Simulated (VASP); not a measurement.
# Tc3Sn (P6_3/mmc) in VASP: band structure with PBE+D2

Aim: the band structure of Tc3Sn with PBE+D2.

Everything below comes from runs of VASP 6.6.1. Logs are shortened: lines on timing, memory, paths and dates and some standing lists are left out, and cuts for length are marked.

## Step 1: The structure

Symmetry: P6_3/mmc, No. 194, hexagonal system. The conventional cell has a = 5.653 Å, b = 5.653 Å, c = 4.603 Å, α = 90.00°, β = 90.00°, γ = 120.00°. Sn (site symmetry -6m2) is surrounded by 12 Tc at 2.83 Å. Tc (site symmetry mm2) is surrounded by 8 Tc at 2.80 to 2.86 Å and 4 Sn at 2.83 Å.

The cell comes from a database or a generator and needn't be the stable form of this composition.

## Step 2: Band structure, PBE+D2

run.py reads:

```python
from ase.calculators.vasp import Vasp
from ase.dft.bandgap import bandgap
from ase.spacegroup import crystal

atoms = crystal(
    ['Sn', 'Tc'],
    basis=[[0.3333333333, 0.6666666667, 0.75], [0.164919005, 0.3298380099, 0.25]],
    spacegroup=194,
    setting=1,
    cellpar=[5.65335772, 5.65335772, 4.603136, 90.0, 90.0, 120.0],
    primitive_cell=True,
)
calc = Vasp(
    directory='calc',
    xc='pbe',
    pp='PBE',
    setups='minimal',
    prec='Medium',
    encut=500,
    ediff=1e-06,
    ismear=1,
    sigma=0.1,
    lreal=False,
    lasph=True,
    nelm=80,
    algo='Normal',
    isif=2,
    lwave=False,
    lcharg=True,
    lmaxmix=4,
    ivdw=1,
    isym=-1,
    kpts=[6, 6, 6],
    gamma=True,
    nelect=51.0,
)
atoms.calc = calc

print('energy (eV):', atoms.get_potential_energy())
print('free energy (eV):', atoms.get_potential_energy(force_consistent=True))
efermi = calc.get_fermi_level()
print('Fermi level (eV):', efermi)
path = atoms.cell.bandpath(npoints=60, eps=1e-4)
print('path:', path.path)
calc.set(kpts=path.kpts, reciprocal=True, icharg=11, isym=0, lcharg=False)
calc.calculate(atoms)
print('gap on the path (eV):', bandgap(calc, efermi=efermi)[0])
print('direct gap on the path (eV):', bandgap(calc, efermi=efermi, direct=True)[0])
```

Potentials or basis: VASP PAW PBE potentials, release 64 (Sn, Tc).

Command:

```sh
python run.py
```

Standard output:

```text
energy (eV): -61.072327269999995
free energy (eV): -61.06945408
Fermi level (eV): 11.82487096
path: GMKGALHA,LM,KH
gap on the path (eV): 0.0
direct gap on the path (eV): 0.0
```

OUTCAR:

```text
ENCUT = 500.000000
   NELECT = 51.000000
   EDIFF = 1.00e-06
   GGA = PE
   PREC = Medium
   ICHARG = 11
   ISIF = 2
   ISMEAR = 1
   ISYM = 0
   NELM = 80
   IVDW = 1
   LASPH = .TRUE.
   LREAL = .FALSE.
  IVDW =   1

 ion  position               nearest neighbor table
   1  0.333  0.667  0.750-   7 2.83   8 2.83   6 2.83   6 2.83   8 2.83   7 2.83   5 2.83   5 2.83
                             3 2.83   3 2.83   4 2.83   4 2.83
   2  0.667  0.333  0.250-   4 2.83   5 2.83   3 2.83   3 2.83   5 2.83   4 2.83   8 2.83   8 2.83
                             6 2.83   6 2.83   7 2.83   7 2.83
   3  0.165  0.330  0.250-   5 2.80   4 2.80   7 2.81   7 2.81   8 2.81   8 2.81   2 2.83   2 2.83
                             1 2.83   1 2.83   5 2.86   4 2.86
   4  0.670  0.835  0.250-   5 2.80   3 2.80   6 2.81   6 2.81   8 2.81   8 2.81   2 2.83   2 2.83
                             1 2.83   1 2.83   5 2.86   3 2.86
   5  0.165  0.835  0.250-   3 2.80   4 2.80   6 2.81   7 2.81   6 2.81   7 2.81   2 2.83   2 2.83
                             1 2.83   1 2.83   3 2.86   4 2.86
   6  0.835  0.670  0.750-   8 2.80   7 2.80   4 2.81   4 2.81   5 2.81   5 2.81   1 2.83   1 2.83
                             2 2.83   2 2.83   8 2.86   7 2.86
   7  0.330  0.165  0.750-   8 2.80   6 2.80   3 2.81   3 2.81   5 2.81   5 2.81   1 2.83   1 2.83
                             2 2.83   2 2.83   8 2.86   6 2.86
   8  0.835  0.165  0.750-   6 2.80   7 2.80   3 2.81   4 2.81   3 2.81   4 2.81   1 2.83   1 2.83
                             2 2.83   2 2.83   6 2.86   7 2.86

IMPORTANT INFORMATION: All symmetrisations will be switched off!
NOSYMM: (Re-)initialisation of all symmetry stuff for point group C_1.

----------------------------------------------------------------------------------------

                                     Primitive cell

  volume of cell :     127.4082

  direct lattice vectors                    reciprocal lattice vectors
     5.653357720  0.000000000  0.000000000     0.176886029  0.102125197  0.000000000
    -2.826678860  4.895951402  0.000000000     0.000000000  0.204250393  0.000000000
     0.000000000  0.000000000  4.603136000     0.000000000  0.000000000  0.217243201

  length of vectors
     5.653357720  5.653357720  4.603136000     0.204250393  0.204250393  0.217243201

  position of ions in fractional coordinates (direct lattice)
     0.333333333  0.666666667  0.750000000
     0.666666667  0.333333333  0.250000000
     0.164919005  0.329838010  0.250000000
     0.670161990  0.835080995  0.250000000
     0.164919005  0.835080995  0.250000000
     0.835080995  0.670161990  0.750000000
     0.329838010  0.164919005  0.750000000
     0.835080995  0.164919005  0.750000000

  ion indices of the primitive-cell ions
   primitive index   ion index
                 1           1
                 2           2
                 3           3
                 4           4
                 5           5
                 6           6
                 7           7
                 8           8

----------------------------------------------------------------------------------------

 KPOINTS: KPOINTS created by Atomic Simulation Env

Read explicit list of k-points.

 Found     60 k-points:

 Following reciprocal coordinates:
            Coordinates               Weight
  0.000000  0.000000  0.000000      0.016667
  0.083333  0.000000  0.000000      0.016667
  0.166667  0.000000  0.000000      0.016667
  0.250000  0.000000  0.000000      0.016667
  0.333333  0.000000  0.000000      0.016667
  0.416667  0.000000  0.000000      0.016667
[... 16 lines left out ...]
  0.000000  0.000000  0.428571      0.016667
  0.000000  0.000000  0.500000      0.016667
 [... further k-points ...]
   k-points           NKPTS =     60   k-points in BZ     NKDIM =     60   number of bands    NBANDS=     30
   number of dos      NEDOS =    301   number of ions     NIONS =      8
   total plane-waves  NPLWV =  28672
   dimension x,y,z NGX =    32 NGY =   32 NGZ =   28
   dimension x,y,z NGXF=    36 NGYF=   36 NGZF=   30
   ions per type =               2   6
   NGX,Y,Z   is equivalent  to a cutoff of   9.41,  9.41, 10.11 a.u.
   NGXF,Y,Z  is equivalent  to a cutoff of  10.59, 10.59, 10.83 a.u.
 SYSTEM =  unknown system
   PREC   = medium    normal or accurate (medium, high low for compatibility)
   ISTART =      0    job   : 0-new  1-cont  2-samecut
   ICHARG =     11    charge: 1-file 2-atom 10-const
   ISPIN  =      1    spin polarized calculation?
   LNONCOLLINEAR =      F non collinear calculations
   LSORBIT =      F    spin-orbit coupling
   LASPH  =      T    aspherical Exc in radial PAW
   ENCUT  =  500.0 eV  36.75 Ry    6.06 a.u.  10.31 10.31  8.39*2*pi/ulx,y,z
   NELM   =     80;   NELMIN=  2; NELMDL=  0     # of ELM steps
   EDIFF  = 0.1E-05   stopping-criterion for ELM
   LREAL  =      F    real-space projection
   EDIFFG = 0.1E-04   stopping-criterion for IOM
   NSW    =      0    number of steps for IOM
   IBRION =     -1    ionic relax: 0-MD 1-quasi-New 2-CG
   NFREE  =      0    steps in history (QN), initial steepest desc. (CG)
   ISIF   =      2    stress and relaxation
   ISYM   =      0    0-nonsym 1-usesym 2-fastsym
   POTIM  = 0.5000    time-step for ionic-motion
   TEBEG  =    0.0;   TEEND  =   0.0 temperature during run
   PSTRESS=    0.0 pullay stress
   NELECT =      51.0000    total number of electrons
   NUPDOWN=      -1.0000    fix difference up-down
   EMIN   =  10.00;   EMAX   =-10.00  energy-range for DOS
   EFERMI =   0.00;   METHOD = LEGACY
   ISMEAR =     1;   SIGMA  =   0.10  broadening in eV -4-tet -1-fermi 0-gaus
   EFERMI_NEDOS =   21; number of points for ismear=-14 and -15
   IALGO  =     38    algorithm
   IMIX   =      4    mixing-type and parameters
     AMIX     =   0.40;   BMIX     =  1.00
     AMIX_MAG =   1.60;   BMIX_MAG =  1.00
  volume/ion in A,a.u.               =      15.93       107.47
  Fermi-wavevector in a.u.,A,eV,Ry     =   1.206514  2.279981 19.805681  1.455676
  Thomas-Fermi vector in A             =   2.342179
   LORBIT       =      0    0 simple, 1 ext, 2 COOP (PROOUT), +10 PAW based schemes
   GGA     = PE    functional components
   LHFCALC =     F    Hartree Fock is set to
   AEXX    =    0.0000 exact exchange contribution
   IVDW    =     1    specifies the selected vdW correction
   LEPSILON=     F    determine dielectric tensor
   LRPA    =     F    only Hartree local field effects (RPA)
 non-spin polarized calculation
 Methfessel and Paxton  Order N= 1 SIGMA  =   0.10
  energy-cutoff  :      500.00
  volume of cell :      127.41
 maximum number of plane-waves:      3266

 number of electron      50.9999912 magnetization

 Free energy of the ion-electron system (eV)
  ---------------------------------------------------
  ext. energy  EPLUGINS =         0.00000000
  ---------------------------------------------------
  free energy    TOTEN  =       -55.69890798 eV

  energy without entropy =      -55.69166198  energy(sigma->0) =      -55.69649265

 E-fermi :  11.8486     XC(G=0): -12.9213

 val. band max:       11.8433464285   @ k =   0.4444   0.1111   0.0000
 cond. band min:      11.8515143706   @ k =   0.5000   0.0000   0.4375
 fundamental gap:      0.0081679421
 Fermi energy:        11.8486435727

 k-point     1 :       0.0000    0.0000    0.0000
  band No.  band energies     occupation
      1       0.9503      2.00000
      2       2.8850      2.00000
      3       6.2902      2.00000
      4       7.0189      2.00000
      5       7.3510      2.00000
      6       7.3510      2.00000
[... 22 lines left out ...]
     29      12.4266     -0.00000
     30      12.5576     -0.00000

 k-point     2 :       0.0833    0.0000    0.0000
  band No.  band energies     occupation
      1       0.9977      2.00000
      2       2.9012      2.00000
      3       6.3216      2.00000
      4       7.0155      2.00000
      5       7.1104      2.00000
      6       7.1499      2.00000
[... 22 lines left out ...]
     29      12.5120     -0.00000
     30      12.5179     -0.00000

 k-point     3 :       0.1667    0.0000    0.0000
  band No.  band energies     occupation
      1       1.1373      2.00000
      2       2.9398      2.00000
      3       6.4144      2.00000
      4       6.5976      2.00000
      5       6.8866      2.00000
      6       7.2021      2.00000
[... 22 lines left out ...]
     29      12.4910     -0.00000
     30      12.9418     -0.00000

 k-point     4 :       0.2500    0.0000    0.0000
  band No.  band energies     occupation
      1       1.3595      2.00000
      2       2.9693      2.00000
      3       6.1482      2.00000
      4       6.5628      2.00000
      5       6.6558      2.00000
      6       7.2785      2.00000
[... 616 lines left out ...]
     29      12.4401     -0.00000
     30      12.4577     -0.00000

 k-point    23 :       0.0000    0.0000    0.4286
  band No.  band energies     occupation
      1       1.9722      2.00000
      2       2.3801      2.00000
      3       5.9103      2.00000
      4       6.1277      2.00000
      5       7.4093      2.00000
      6       7.4094      2.00000
[... 22 lines left out ...]
     29      12.3327     -0.00000
     30      12.5251     -0.00000

 k-point    24 :       0.0000    0.0000    0.5000
  band No.  band energies     occupation
      1       2.1961      2.00000
      2       2.1961      2.00000
      3       5.9564      2.00000
      4       5.9564      2.00000
      5       7.4100      2.00000
      6       7.4100      2.00000
[... 22 lines left out ...]
     29      12.4900     -0.00000
     30      12.4900     -0.00000

 [... further k-points ...]

------------------------ aborting loop because EDIFF is reached ----------------------------------------

  DFT-D2 method for vdW energy calculation

  Number of pair interactions contributing to vdW energy:  147628

  Edisp (eV):   -4.98530

  FORCE on cell =-STRESS in cart. coord.  units (eV):
  Direction    XX          YY          ZZ          XY          YZ          ZX
  --------------------------------------------------------------------------------------
  -------------------------------------------------------------------------------------
  Total       8.31686    11.59824     7.33344    -2.67239     0.00090    -0.00025
  in kB     104.58577   145.84957    92.21911   -33.60573     0.01126    -0.00318
  external pressure =      114.22 kB  Pullay stress =        0.00 kB

 VOLUME and BASIS-vectors are now :
 -----------------------------------------------------------------------------
  energy-cutoff  :      500.00
  volume of cell :      127.41
      direct lattice vectors                 reciprocal lattice vectors
     5.653357720  0.000000000  0.000000000     0.176886029  0.102125197  0.000000000
    -2.826678860  4.895951402  0.000000000     0.000000000  0.204250393  0.000000000
     0.000000000  0.000000000  4.603136000     0.000000000  0.000000000  0.217243201

 POSITION                                       TOTAL-FORCE (eV/Angst)
 -----------------------------------------------------------------------------------
     -0.00000      3.26397      3.45235         0.350390      0.095942     -0.000011
      2.82668      1.63198      1.15078        -0.350375     -0.095938      0.000030
      0.00000      1.61487      1.15078         0.253920     -0.090413     -0.000018
      1.42816      4.08852      1.15078        -0.831466     -0.526239      0.000012
     -1.42816      4.08852      1.15078        -0.140313      0.328004      0.000065
      2.82668      3.28108      3.45235        -0.253855      0.090414      0.000017
      1.39852      0.80744      3.45235         0.831361      0.526312     -0.000049
      4.25484      0.80744      3.45235         0.140338     -0.328081     -0.000045
 -----------------------------------------------------------------------------------
    total drift:                               -0.000000      0.000008      0.000006

  FREE ENERGIE OF THE ION-ELECTRON SYSTEM (eV)
  ---------------------------------------------------
  free  energy   TOTEN  =       -60.6842122889 eV

  energy  without entropy=      -60.6769662866  energy(sigma->0) =      -60.68179695
```

INCAR:

```text
ENCUT = 500.000000
NELECT = 51.000000
SIGMA = 0.100000
EDIFF = 1.00e-06
ALGO = Normal
GGA = PE
PREC = Medium
ICHARG = 11
ISIF = 2
ISMEAR = 1
ISYM = 0
LMAXMIX = 4
NELM = 80
IVDW = 1
LASPH = .TRUE.
LCHARG = .FALSE.
LWAVE = .FALSE.
LREAL = .FALSE.
```

Wall time 14 min (1 thread of Intel Xeon Platinum 8259CL at 2.50GHz (Skylake/Cascade Lake), shared host); peak memory 0.26 GiB.

These settings aren't checked as converged (typed here: ISYM = -1; PREC = Medium; NELECT = 51.000000): the numbers below hold their error.

Results:

```yaml
Band_gap_along_the_path: none (metal or under the smearing width)
Dispersion_energy_per_atom: -0.623 eV
```

Caveat: the cell is charged against a uniform background, so pressure and absolute levels hang on convention; the log is that of the step along the path at fixed density, whose energy, stress, charges and moments have no meaning; atom-pairwise D2, TS and ULG terms overbind metals; spin-orbit coupling is left out, which moves the levels of the heavy elements; pairwise dispersion overbinds metals, which lowers pressure and volume.

## Step 3: For comparison

An earlier run on the cell as given: functional PBE; potentials or basis VASP PAW PBE potentials, release 64 (Sn_d, Tc_pv); cutoff 520 eV; k mesh 6 × 6 × 6; occupations fermi-dirac, width 0.05 eV; no spin polarisation.

- Pressure: -1.6 GPa
- Largest force: 0.073 eV/Å
- Band gap on the k mesh: none (metal or under the smearing width)
